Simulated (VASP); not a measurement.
# G0W0 gap of SnO2 (Cassiterite) against strain, part 4 of 5

Wanted: the deformation potential of the gap of SnO2 (Cassiterite), from G0W0. The cell is of the rutile type, one of the forms listed for this formula, which need not be the common one. The start is a cell from a database of measured crystal structures.

VASP 6.6.1, plane waves and PAW; the level of theory is named at each step.

So far, quasiparticle gap on the mesh (eV): step 5 (G0W0) 3.09. Also gap on the k-mesh (eV): step 4 (empty bands) 1.90; step 6 (ground state of a strained cell, scale 0.98) 2.34.

## 8. G0W0, scale 0.98

This step: G0W0 on r2SCAN; plane waves and PAW (Sn_d_GW, O_GW) (VASP 6.6.1).

G0W0 on the strained cell, with unchanged settings.

The input, INCAR:

```
SYSTEM = SnO2
PREC = Accurate
ENCUT = 440
ISMEAR = 0
SIGMA = 0.01
LREAL = .FALSE.
METAGGA = R2SCAN
LASPH = .TRUE.
NBANDS = 216
ALGO = EVGW0
NELMGW = 1
ENCUTGW = 120
NOMEGA = 48
PRECFOCK = Fast
NBANDSGW = 40
LWAVE = .FALSE.
LCHARG = .FALSE.
```

The input, POSCAR:

```
SnO2
1.0
    4.6432400000      0.0000000000      0.0000000000
    0.0000000000      4.6432400000      0.0000000000
    0.0000000000      0.0000000000      3.1865000000
Sn O
2 4
Direct
    0.5000000000      0.5000000000      0.5000000000
    0.0000000000      0.0000000000      0.0000000000
    0.8053213668      0.1946786332      0.5000000000
    0.6946786332      0.6946786332      0.0000000000
    0.1946786332      0.8053213668      0.5000000000
    0.3053213668      0.3053213668      0.0000000000
```

The input, KPOINTS:

```
Automatic mesh
0
Gamma
4 4 4
0 0 0
```

PAW data sets: Sn_d_GW and O_GW (PBE family, release 64).

Launch:

```sh
$ mpirun -np 8 vasp_std
```

The log of the run:

```text
[banner, memory and clock lines left out]
running    8 mpi-ranks, on    1 nodes
[...]
[... a notice as in an earlier step ...]

 [... a notice as in an earlier step ...]

 [... a notice as in an earlier step ...]

 LDA part: xc-table for (None), standard interpolation
 found WAVECAR, reading the header
 POSCAR, INCAR and KPOINTS ok, starting setup
[...]
reading WAVECAR
 the WAVECAR file was read successfully
 initial charge from wavefunction
 available memory per node:     67.48 GB, setting MAXMEM to     69097

 The Fermi energy was updated, please check that it is located mid-gap
 values below the HOMO (VB) or above the LUMO (CB) will cause erroneous energies
 E-fermi :   5.4969

 calculate exact exchange contribution
 the WAVEDER file was read successfully
energies w=
    0.000    0.000    0.766    0.000    1.529    0.000    2.286    0.000
    3.034    0.000    3.772    0.000    4.498    0.000    5.210    0.000
    5.910    0.000    6.597    0.000    7.271    0.000    7.934    0.000
[...]
total number of BLAS operations       5760.91 Gflops
NQ=  14    0.2500    0.0000    0.5000,
|.........|.........|.........|.........|.........|.........|.........|.........
 performed      18799000 updates of chi_q(r,r)
 total number of BLAS operations       6301.00 Gflops
NQ=  15    0.5000    0.0000    0.5000,
|.........|.........|.........|.........|.........|.........|.........|.........
 performed      19949000 updates of chi_q(r,r)
 total number of BLAS operations       6730.51 Gflops
NQ=  16    0.2500    0.2500    0.5000,
|.........|.........|.........|.........|.........|.........|.........|.........
 performed      21203000 updates of chi_q(r,r)
 total number of BLAS operations       7164.67 Gflops
NQ=  17    0.5000    0.2500    0.5000,
|.........|.........|.........|.........|.........|.........|.........|.........
 performed      22733000 updates of chi_q(r,r)
 total number of BLAS operations       7694.53 Gflops
NQ=  18    0.5000    0.5000    0.5000,
|.........|.........|.........|.........|.........|.........|.........|.........
 performed      23676000 updates of chi_q(r,r)
 total number of BLAS operations       7972.74 Gflops
 resolving degeneracies of screened two electron integrals

 calculate QP shifts <psi_nk| G(iteration)W_0 |psi_nk>: iteration 1
 entering main loop
```

Elapsed: 4.8 min, on 8 MPI ranks of Intel Xeon 6975P-C (Granite Rapids), shared host; peak memory 2.1 GiB.

OUTCAR, selected parts (step 8):

```text
 QP shifts <psi_nk| G(iteration)W_0 |psi_nk>: iteration 1
 for sc-GW calculations column KS-energies equals QP-energies in previous step
 and V_xc(KS)=  KS-energies - (<T + V_ion + V_H > + <T+V_H+V_ion>^1  + <V_x>^1)
 k-point   1 :       0.0000    0.0000    0.0000
  band No.  KS-energies  QP-energies   sigma(KS)   V_xc(KS)     V^pw_x(r,r')   Z            occupation Imag(sigma)
    ...
     23       3.0893       2.6336     -20.8195     -20.2381     -24.9611       0.7839       2.0000       0.0950
     24       3.5280       3.1154     -20.8568     -20.3247     -25.4991       0.7753       2.0000       0.1047
     25       3.5280       3.1154     -20.8568     -20.3247     -25.4991       0.7753       2.0000       0.1047
     26       4.3249       3.8732     -21.2006     -20.6178     -26.0859       0.7750       2.0000       0.1051
     27       6.6690       7.5084     -13.6768     -14.6753     -10.2306       0.8407       0.0000      -0.0457
     28      11.4578      12.5566     -12.3185     -13.6501      -8.0924       0.8252       0.0000      -0.0714
     29      11.5149      12.1137     -10.2668     -10.9765      -6.0758       0.8436       0.0000      -0.0733
     30      11.5149      12.1137     -10.2668     -10.9765      -6.0758       0.8436       0.0000      -0.0733
    ...

[... 2 parts as in an earlier step ...]

[... 1 further part left out ...]
[key lines of the parts left out:]
E-fermi :   5.4969
```

The gap is now 3.635 eV, +550 meV against the unstrained cell. Spin-orbit coupling is left out.

## 9. Ground state of a strained cell, scale 0.99

This step: r2SCAN; plane waves and PAW (Sn_d_GW, O_GW) (VASP 6.6.1).

The two in-plane lattice vectors are scaled by 0.99, at the same cutoff, mesh and band count, and the chain is run again.

The input, INCAR:

```
SYSTEM = SnO2
PREC = Accurate
ENCUT = 440
EDIFF = 1E-08
NELM = 100
ISMEAR = 0
SIGMA = 0.01
LREAL = .FALSE.
ALGO = Normal
METAGGA = R2SCAN
LASPH = .TRUE.
NBANDS = 32
LORBIT = 11
LWAVE = .TRUE.
LCHARG = .FALSE.
KPAR = 8
```

POSCAR, as its differences from that of step 8:

```diff
@@ -2,4 +2,4 @@
 1.0
-    4.6432400000      0.0000000000      0.0000000000
-    0.0000000000      4.6432400000      0.0000000000
+    4.6906200000      0.0000000000      0.0000000000
+    0.0000000000      4.6906200000      0.0000000000
     0.0000000000      0.0000000000      3.1865000000
```

KPOINTS is that of step 8.

Launch:

```sh
$ mpirun -np 8 vasp_std
```

The log of the run:

```text
[... set-up lines as in an earlier step ...]
 entering main loop
       N       E                     dE             d eps       ncg     rms          rms(c)
DAV:   1     0.498254410126E+03    0.49825E+03   -0.19812E+04  1880   0.989E+03
DAV:   2    -0.304301086809E+02   -0.52868E+03   -0.50964E+03  2304   0.165E+03
DAV:   3    -0.101659088351E+03   -0.71229E+02   -0.70824E+02  2304   0.336E+02
DAV:   4    -0.104112420359E+03   -0.24533E+01   -0.24472E+01  1904   0.493E+01
[...]
DAV:  19    -0.847228688054E+02   -0.39600E-07   -0.46546E-09   944   0.263E-03    0.974E-04
DAV:  20    -0.847228688262E+02   -0.20727E-07   -0.40830E-09   944   0.183E-03    0.560E-04
DAV:  21    -0.847228688332E+02   -0.70804E-08   -0.28312E-09   920   0.273E-03
   1 F= -.84722869E+02 E0= -.84722869E+02  d E =-.247350E-59
 writing wavefunctions
```

The job ended after 23 s (8 MPI ranks; peak memory 1.5 GiB).

From OUTCAR (step 9):

```text
  Total        1.8025229      1.8025229      1.6735918      0.0000000      0.0000000      0.0000000
  in kB       41.1923849     41.1923849     38.2459714      0.0000000      0.0000000      0.0000000
  external PRESSURE =      40.2102470 kB  Pullay stress =       0.0000000 kB

 POSITION                                       TOTAL-FORCE (eV/Angst)
 -----------------------------------------------------------------------------------
      2.34531      2.34531      1.59325        -0.000000      0.000000     -0.000000
      0.00000      0.00000      0.00000        -0.000000      0.000000     -0.000000
      3.77746      0.91316      1.59325         0.015617     -0.015617     -0.000000
      3.25847      3.25847      0.00000        -0.015617     -0.015617     -0.000000
      0.91316      3.77746      1.59325        -0.015617      0.015617      0.000000
      1.43215      1.43215      0.00000         0.015617      0.015617      0.000000
 -----------------------------------------------------------------------------------
    total drift:                                0.000000     -0.000000     -0.000000

  FREE ENERGIE OF THE ION-ELECTRON SYSTEM (eV)
  ---------------------------------------------------
  free  energy   TOTEN  =       -84.7228688332 eV

  energy  without entropy=      -84.7228688332  energy(sigma->0) =      -84.72286883

[... 1 part as in an earlier step ...]

[... 2 further parts left out ...]
[key lines of the parts left out:]
E-fermi :   4.2318
```

The run ends at a pressure of 4.02 GPa, with forces up to 0.022 eV/Å.

## 10. Empty bands, scale 0.99

The empty bands are made again, for the run that follows.

The input, INCAR:

```
SYSTEM = SnO2
PREC = Accurate
ENCUT = 440
ISMEAR = 0
SIGMA = 0.01
LREAL = .FALSE.
METAGGA = R2SCAN
LASPH = .TRUE.
NBANDS = 216
ALGO = Exact
NELM = 1
LWAVE = .TRUE.
LCHARG = .FALSE.
LOPTICS = .TRUE.
NEDOS = 1000
CSHIFT = 0.1
```

POSCAR is that of step 9.

KPOINTS is that of step 9.

Launch:

```sh
$ mpirun -np 8 vasp_std
```

The log of the run:

```text
[... set-up lines as in an earlier step ...]
 entering main loop
       N       E                     dE             d eps       ncg     rms          rms(c)
DIA:   1    -0.847228688599E+02   -0.84723E+02    0.00000E+00     0   0.000E+00
   1 F= -.84722869E+02 E0= -.84722869E+02  d E =-.232957-118
 writing wavefunctions
 optical routines
 imaginary and real dielectric function
 direction            1
 direction            2
 direction            3
```

The job ended after 22 s (8 MPI ranks; peak memory 2.1 GiB).

OUTCAR, selected parts (step 10):

```text
  Total        1.8010535      1.8010535      1.6720786      0.0000000      0.0000000      0.0000000
  in kB       41.1588064     41.1588064     38.2113907      0.0000000      0.0000000      0.0000000
  external PRESSURE =      40.1763345 kB  Pullay stress =       0.0000000 kB

 POSITION                                       TOTAL-FORCE (eV/Angst)
 -----------------------------------------------------------------------------------
      2.34531      2.34531      1.59325         0.000000      0.000000     -0.000000
      0.00000      0.00000      0.00000         0.000000      0.000000     -0.000000
      3.77746      0.91316      1.59325         0.015610     -0.015610     -0.000000
      3.25847      3.25847      0.00000        -0.015610     -0.015610     -0.000000
      0.91316      3.77746      1.59325        -0.015610      0.015610      0.000000
      1.43215      1.43215      0.00000         0.015610      0.015610      0.000000
 -----------------------------------------------------------------------------------
    total drift:                                0.000000     -0.000000     -0.000000

  FREE ENERGIE OF THE ION-ELECTRON SYSTEM (eV)
  ---------------------------------------------------
  free  energy   TOTEN  =       -84.7228688599 eV

  energy  without entropy=      -84.7228688599  energy(sigma->0) =      -84.72286886

[... 2 parts as in an earlier step ...]

[... 1 further part left out ...]
[key lines of the parts left out:]
E-fermi :   4.2811
```

## 11. G0W0, scale 0.99

This step: G0W0 on r2SCAN; plane waves and PAW (Sn_d_GW, O_GW) (VASP 6.6.1).

The input, INCAR:

```
SYSTEM = SnO2
PREC = Accurate
ENCUT = 440
ISMEAR = 0
SIGMA = 0.01
LREAL = .FALSE.
METAGGA = R2SCAN
LASPH = .TRUE.
NBANDS = 216
ALGO = EVGW0
NELMGW = 1
ENCUTGW = 120
NOMEGA = 48
PRECFOCK = Fast
NBANDSGW = 40
LWAVE = .FALSE.
LCHARG = .FALSE.
```

POSCAR is that of step 10.

KPOINTS is that of step 10.

Launch:

```sh
$ mpirun -np 8 vasp_std
```

The log of the run:

```text
[banner, memory and clock lines left out]
running    8 mpi-ranks, on    1 nodes
[...]
[... a notice as in an earlier step ...]

 [... a notice as in an earlier step ...]

 [... a notice as in an earlier step ...]

 LDA part: xc-table for (None), standard interpolation
 found WAVECAR, reading the header
 POSCAR, INCAR and KPOINTS ok, starting setup
[...]
reading WAVECAR
 the WAVECAR file was read successfully
 initial charge from wavefunction
 available memory per node:     69.25 GB, setting MAXMEM to     70912

 The Fermi energy was updated, please check that it is located mid-gap
 values below the HOMO (VB) or above the LUMO (CB) will cause erroneous energies
 E-fermi :   5.1761

 calculate exact exchange contribution
 the WAVEDER file was read successfully
energies w=
    0.000    0.000    0.765    0.000    1.526    0.000    2.281    0.000
    3.028    0.000    3.764    0.000    4.488    0.000    5.200    0.000
    5.898    0.000    6.583    0.000    7.256    0.000    7.918    0.000
[...]
total number of BLAS operations       6059.34 Gflops
NQ=  14    0.2500    0.0000    0.5000,
|.........|.........|.........|.........|.........|.........|.........|.........
 performed      18799000 updates of chi_q(r,r)
 total number of BLAS operations       6599.43 Gflops
NQ=  15    0.5000    0.0000    0.5000,
|.........|.........|.........|.........|.........|.........|.........|.........
 performed      19949000 updates of chi_q(r,r)
 total number of BLAS operations       7028.94 Gflops
NQ=  16    0.2500    0.2500    0.5000,
|.........|.........|.........|.........|.........|.........|.........|.........
 performed      21203000 updates of chi_q(r,r)
 total number of BLAS operations       7479.96 Gflops
NQ=  17    0.5000    0.2500    0.5000,
|.........|.........|.........|.........|.........|.........|.........|.........
 performed      22733000 updates of chi_q(r,r)
 total number of BLAS operations       8030.39 Gflops
NQ=  18    0.5000    0.5000    0.5000,
|.........|.........|.........|.........|.........|.........|.........|.........
 performed      23676000 updates of chi_q(r,r)
 total number of BLAS operations       8382.50 Gflops
 resolving degeneracies of screened two electron integrals

 calculate QP shifts <psi_nk| G(iteration)W_0 |psi_nk>: iteration 1
 entering main loop
```

Wall time 4.6 min (8 MPI ranks); peak memory 2.2 GiB; 33 min of CPU time.

Parts of OUTCAR (step 11):

```text
 QP shifts <psi_nk| G(iteration)W_0 |psi_nk>: iteration 1
 for sc-GW calculations column KS-energies equals QP-energies in previous step
 and V_xc(KS)=  KS-energies - (<T + V_ion + V_H > + <T+V_H+V_ion>^1  + <V_x>^1)
 k-point   1 :       0.0000    0.0000    0.0000
  band No.  KS-energies  QP-energies   sigma(KS)   V_xc(KS)     V^pw_x(r,r')   Z            occupation Imag(sigma)
    ...
     23       2.8908       2.4669     -20.7422     -20.1984     -24.8898       0.7794       2.0000       0.0980
     24       3.3251       2.9404     -20.7699     -20.2708     -25.4279       0.7707       2.0000       0.1081
     25       3.3251       2.9404     -20.7699     -20.2708     -25.4279       0.7707       2.0000       0.1081
     26       4.1187       3.6958     -21.1433     -20.5945     -26.0623       0.7706       2.0000       0.1088
     27       6.2336       7.0519     -13.6508     -14.6275     -10.2607       0.8378       0.0000      -0.0461
     28      11.1582      12.2715     -12.4852     -13.8421      -8.2567       0.8205       0.0000      -0.0748
     29      11.2631      11.8530     -10.2508     -10.9528      -6.0644       0.8403       0.0000      -0.0753
     30      11.2631      11.8530     -10.2508     -10.9528      -6.0644       0.8403       0.0000      -0.0753
    ...

[... 2 parts as in an earlier step ...]

[... 1 further part left out ...]
[key lines of the parts left out:]
E-fermi :   5.1761
```

The gap is now 3.356 eV, +270 meV against the unstrained cell. Spin-orbit coupling is left out.

## 12. Ground state of a strained cell, scale 1.01

This step: r2SCAN; plane waves and PAW (Sn_d_GW, O_GW) (VASP 6.6.1).

The two in-plane lattice vectors are scaled by 1.01, at the same cutoff, mesh and band count, and the chain is run again.

The input, INCAR:

```
SYSTEM = SnO2
PREC = Accurate
ENCUT = 440
EDIFF = 1E-08
NELM = 100
ISMEAR = 0
SIGMA = 0.01
LREAL = .FALSE.
ALGO = Normal
METAGGA = R2SCAN
LASPH = .TRUE.
NBANDS = 32
LORBIT = 11
LWAVE = .TRUE.
LCHARG = .FALSE.
KPAR = 8
```

POSCAR, as its differences from that of step 11:

```diff
@@ -2,4 +2,4 @@
 1.0
-    4.6906200000      0.0000000000      0.0000000000
-    0.0000000000      4.6906200000      0.0000000000
+    4.7853800000      0.0000000000      0.0000000000
+    0.0000000000      4.7853800000      0.0000000000
     0.0000000000      0.0000000000      3.1865000000
```

KPOINTS is that of step 11.

Launch:

```sh
$ mpirun -np 8 vasp_std
```

The log of the run:

```text
[... set-up lines as in an earlier step ...]
 entering main loop
       N       E                     dE             d eps       ncg     rms          rms(c)
DAV:   1     0.514408443074E+03    0.51441E+03   -0.19487E+04  1856   0.989E+03
DAV:   2    -0.228014513538E+02   -0.53721E+03   -0.51629E+03  2304   0.174E+03
DAV:   3    -0.100835068533E+03   -0.78034E+02   -0.77526E+02  2264   0.349E+02
DAV:   4    -0.104119239602E+03   -0.32842E+01   -0.32769E+01  1944   0.552E+01
[...]
DAV:  18    -0.847758844810E+02   -0.32483E-07   -0.67759E-09   928   0.509E-03    0.122E-04
DAV:  19    -0.847758844630E+02    0.18016E-07   -0.59287E-09   920   0.211E-03    0.175E-04
DAV:  20    -0.847758844587E+02    0.43538E-08   -0.41725E-09   944   0.241E-03
   1 F= -.84775884E+02 E0= -.84775884E+02  d E =-.581095E-15
 writing wavefunctions
```

It took 27 s on 8 MPI ranks; peak memory 1.6 GiB.

OUTCAR, selected parts (step 12):

```text
  Total       -2.2602594     -2.2602594     -1.2265458     -0.0000000      0.0000000      0.0000000
  in kB      -49.6274637    -49.6274637    -26.9306959     -0.0000000      0.0000000      0.0000000
  external PRESSURE =     -42.0618745 kB  Pullay stress =       0.0000000 kB

 POSITION                                       TOTAL-FORCE (eV/Angst)
 -----------------------------------------------------------------------------------
      2.39269      2.39269      1.59325         0.000000     -0.000000      0.000000
      0.00000      0.00000      0.00000         0.000000     -0.000000      0.000000
      3.85377      0.93161      1.59325         0.055408     -0.055408     -0.000000
      3.32430      3.32430      0.00000        -0.055408     -0.055408     -0.000000
      0.93161      3.85377      1.59325        -0.055408      0.055408      0.000000
      1.46108      1.46108      0.00000         0.055408      0.055408      0.000000
 -----------------------------------------------------------------------------------
    total drift:                                0.000000      0.000000      0.000000

  FREE ENERGIE OF THE ION-ELECTRON SYSTEM (eV)
  ---------------------------------------------------
  free  energy   TOTEN  =       -84.7758844587 eV

  energy  without entropy=      -84.7758844587  energy(sigma->0) =      -84.77588446

[... 1 part as in an earlier step ...]

[... 2 further parts left out ...]
[key lines of the parts left out:]
E-fermi :   3.7708
```

The run ends at a pressure of -4.21 GPa, with forces up to 0.078 eV/Å.

## 13. Empty bands, scale 1.01

The empty bands are made again, for the run that follows.

The input, INCAR:

```
SYSTEM = SnO2
PREC = Accurate
ENCUT = 440
ISMEAR = 0
SIGMA = 0.01
LREAL = .FALSE.
METAGGA = R2SCAN
LASPH = .TRUE.
NBANDS = 216
ALGO = Exact
NELM = 1
LWAVE = .TRUE.
LCHARG = .FALSE.
LOPTICS = .TRUE.
NEDOS = 1000
CSHIFT = 0.1
```

POSCAR is that of step 12.

KPOINTS is that of step 12.

Launch:

```sh
$ mpirun -np 8 vasp_std
```

The log of the run:

```text
[... set-up lines as in an earlier step ...]
 entering main loop
       N       E                     dE             d eps       ncg     rms          rms(c)
DIA:   1    -0.847758844685E+02   -0.84776E+02    0.00000E+00     0   0.000E+00
   1 F= -.84775884E+02 E0= -.84775884E+02  d E =-.241286E-18
 writing wavefunctions
 optical routines
 imaginary and real dielectric function
 direction            1
 direction            2
 direction            3
```

The job ended after 32 s (8 MPI ranks; peak memory 2.1 GiB; 3.7 min of CPU time).

OUTCAR, selected parts (step 13):

```text
  Total       -2.2603497     -2.2603497     -1.2265424      0.0000000      0.0000000      0.0000000
  in kB      -49.6294466    -49.6294466    -26.9306201      0.0000000      0.0000000      0.0000000
  external PRESSURE =     -42.0631711 kB  Pullay stress =       0.0000000 kB

 POSITION                                       TOTAL-FORCE (eV/Angst)
 -----------------------------------------------------------------------------------
      2.39269      2.39269      1.59325        -0.000000      0.000000      0.000000
      0.00000      0.00000      0.00000        -0.000000      0.000000      0.000000
      3.85377      0.93161      1.59325         0.055383     -0.055383      0.000000
      3.32430      3.32430      0.00000        -0.055383     -0.055383      0.000000
      0.93161      3.85377      1.59325        -0.055383      0.055383     -0.000000
      1.46108      1.46108      0.00000         0.055383      0.055383     -0.000000
 -----------------------------------------------------------------------------------
    total drift:                                0.000000      0.000000      0.000000

  FREE ENERGIE OF THE ION-ELECTRON SYSTEM (eV)
  ---------------------------------------------------
  free  energy   TOTEN  =       -84.7758844685 eV

  energy  without entropy=      -84.7758844685  energy(sigma->0) =      -84.77588447

[... 2 parts as in an earlier step ...]

[... 1 further part left out ...]
[key lines of the parts left out:]
E-fermi :   3.7780
```

[end of part 4 of 5]

[Lines on the potential files, build, host, timing and source positions are cut from VASP's logs without a mark.]

[Logs are printed without paths, hosts, clocks, repeated set-up lines and the standing remarks that a program may print on its own settings, such as how far it seeks lower states.]

[Hosts, paths, dates, database ids (printed as entryN), source tags and the programs' standing remarks are cut or masked in the printed files.]

[Pressures printed for these runs are not shown converged in the cutoff: they can be off by several GPa and have the wrong sign.]

[In band tables of VASP the shares of atoms and orbitals are scaled to a sum of 1 inside the atoms' spheres.]
